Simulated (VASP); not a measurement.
Input:

```
Li
1.0
   -1.71362     1.71362     1.71362
    1.71362    -1.71362     1.71362
    1.71362     1.71362    -1.71362
Li
1
Direct
  0.00000   0.00000   0.00000
```

Method: rev-vdW-DF2, VASP's PBE PAW potentials (set 64) (plane waves; VASP). Settings: 520 eV cut-off, 13×13×13 Γ-centred mesh, first-order Methfessel-Paxton smearing of 0.10 eV, potentials Li_sv.

**Question.** Predict the energy per atom (σ→0), band gap (on the k-mesh) with the smallest direct gap where there is one.

**Answer.** 
| Item | Value |
|---|---|
| band gap (on the k-mesh) | none (metal, semimetal or under 0.01 eV) |
| energy per atom (σ→0) | -1.159 eV/atom |

Only differences to runs with the same potentials and settings are physical.

The compound is Li in the bcc structure. It was relaxed first, which changed the volume by -5 %. The start is the result of an earlier pass.
